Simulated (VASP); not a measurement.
## Si48H16CF4: single point with PBE

Slab: Si48H16CF4, a slab with vacuum.

```
Si H C F
1.0
     7.68059    7.68059    0.00000
    -7.68059    7.68059    0.00000
     0.00000    0.00000   23.42765
Si H C F
48 16 1 4
Direct
  0.68644 0.31381 0.40937
  0.81460 0.68128 0.41008
  0.04865 0.95155 0.42764
  0.31879 0.18555 0.41001
  0.96296 0.53891 0.43961
  0.20541 0.79473 0.42576
  0.46125 0.03735 0.43938
  0.54049 0.45962 0.43926
  0.87526 0.39038 0.37728
  0.88186 0.87167 0.37559
  0.12843 0.11822 0.37554
  0.38804 0.37672 0.37808
  0.11312 0.62813 0.37789
  0.37209 0.88685 0.37788
  0.60982 0.12504 0.37714
  0.62346 0.61205 0.37809
  0.99859 0.25254 0.32367
  0.00354 0.74973 0.31270
  0.25032 0.99640 0.31271
  0.49841 0.25080 0.31253
  0.24903 0.50077 0.32514
  0.49937 0.75097 0.32510
  0.74759 0.00147 0.32365
  0.74934 0.50155 0.31257
  0.87297 0.12711 0.26448
  0.87665 0.62542 0.25711
  0.12391 0.87607 0.25581
  0.37458 0.12336 0.25712
  0.12639 0.37469 0.26440
  0.37313 0.62690 0.26516
  0.62540 0.87367 0.26439
  0.62242 0.37767 0.25668
  0.75027 0.24975 0.20268
  0.74867 0.75160 0.20263
  0.99596 0.00407 0.20263
  0.24839 0.25134 0.20263
  0.00299 0.49753 0.20276
  0.25153 0.74847 0.20231
  0.50247 0.99703 0.20277
  0.49543 0.50459 0.20268
  0.87500 0.37500 0.14551
  0.87500 0.87500 0.14551
  0.12500 0.12500 0.14551
  0.37500 0.37500 0.14551
  0.12500 0.62500 0.14551
  0.37500 0.87500 0.14551
  0.62500 0.12500 0.14551
  0.62500 0.62500 0.14551
  0.95163 0.29837 0.10671
  0.79837 0.45163 0.10671
  0.95163 0.79837 0.10671
  0.79837 0.95163 0.10671
  0.20163 0.04837 0.10671
  0.04837 0.20163 0.10671
  0.45163 0.29837 0.10671
  0.29837 0.45163 0.10671
  0.20163 0.54837 0.10671
  0.04837 0.70163 0.10671
  0.45163 0.79837 0.10671
  0.29837 0.95163 0.10671
  0.70163 0.04837 0.10671
  0.54837 0.20163 0.10671
  0.70163 0.54837 0.10671
  0.54837 0.70163 0.10671
  0.24421 0.75490 0.50533
  0.32774 0.65974 0.50908
  0.29490 0.85229 0.53432
  0.14253 0.71888 0.53580
  0.00956 0.99088 0.49249
```

The cell was built by a generator and needn't be a form met in nature.

| Item | Value |
| --- | --- |
| Program | VASP 6.6.1 |
| Task | single point |
| Functional | PBE |
| Potentials or basis | VASP PAW PBE potentials, release 64 (Si, H, C, F) |
| Cutoff | 400 eV |
| k mesh | 1 × 1 × 1 |
| Occupations | gaussian, width 0.05 eV |
| Spin | no spin polarisation |
| Further INCAR settings | LREAL = Auto; ALGO = Normal; EDIFF = 1e-06; NBANDS = 160; ISYM = 0 |

- Largest force: 0.369 eV/Å
- Band gap on the k mesh: 0.49 eV, direct

Forces in eV/Å, atoms in the order of the input:
```
Si  -0.107  0.001 -0.078
Si   0.122 -0.019 -0.104
Si  -0.019  0.000  0.064
Si   0.121  0.020 -0.105
Si  -0.049 -0.015  0.070
Si  -0.002  0.000  0.069
Si  -0.049  0.015  0.070
Si   0.073  0.000  0.069
Si  -0.042 -0.015  0.103
Si   0.017 -0.044  0.075
Si   0.017  0.044  0.076
Si   0.047 -0.020  0.088
Si  -0.021 -0.042  0.065
Si  -0.020  0.042  0.065
Si  -0.042  0.016  0.103
Si   0.048  0.020  0.088
Si   0.007 -0.005  0.030
Si  -0.026 -0.046  0.085
Si  -0.026  0.045  0.086
Si  -0.004 -0.010  0.168
Si   0.006  0.002  0.021
Si   0.006 -0.002  0.021
Si   0.007  0.005  0.030
Si  -0.004  0.010  0.168
Si   0.005  0.000 -0.011
Si   0.004  0.000 -0.026
Si   0.010  0.000 -0.038
Si   0.004  0.000 -0.025
Si   0.005  0.004 -0.010
Si   0.002  0.000 -0.010
Si   0.005 -0.004 -0.010
Si   0.011  0.000 -0.029
Si   0.017  0.000 -0.054
Si  -0.011  0.000 -0.056
Si  -0.009  0.000 -0.060
Si  -0.010  0.000 -0.057
Si   0.007 -0.001 -0.056
Si   0.015  0.000 -0.051
Si   0.007  0.000 -0.056
Si  -0.005  0.000 -0.052
Si   0.251  0.026 -0.107
Si  -0.331 -0.012 -0.160
Si  -0.332  0.014 -0.161
Si  -0.302 -0.009 -0.129
Si   0.296  0.007 -0.188
Si   0.295 -0.007 -0.187
Si   0.250 -0.025 -0.107
Si  -0.304  0.010 -0.132
H   -0.280 -0.019 -0.015
H    0.262  0.021  0.059
H   -0.256  0.029  0.074
H    0.288 -0.020 -0.031
H   -0.256 -0.028  0.074
H    0.288  0.020 -0.031
H   -0.256  0.031  0.072
H    0.295 -0.041 -0.021
H   -0.295  0.010 -0.027
H    0.265 -0.012  0.056
H   -0.295 -0.011 -0.027
H    0.265  0.013  0.056
H   -0.279  0.020 -0.014
H    0.262 -0.021  0.059
H   -0.256 -0.031  0.072
H    0.296  0.042 -0.022
C    0.011  0.001  0.022
F   -0.001  0.002  0.021
F    0.005 -0.007  0.022
F    0.010 -0.005  0.020
F   -0.009  0.000  0.024
```

Levels at points of the mesh, in eV from the valence-band top:
```
           k point  band 116  band 117  band 118  band 119  band 120  band 121  band 122  band 123  band 124  band 125
(0.00, 0.00, 0.00)     -0.50     -0.38     -0.28     -0.10      0.00      0.49      1.12      1.19      1.26      1.30
```

Run time: 67 s on 8 MPI ranks on AMD EPYC 9R45 (Zen 5), with other jobs on the host, peak memory 0.33 GiB a rank.
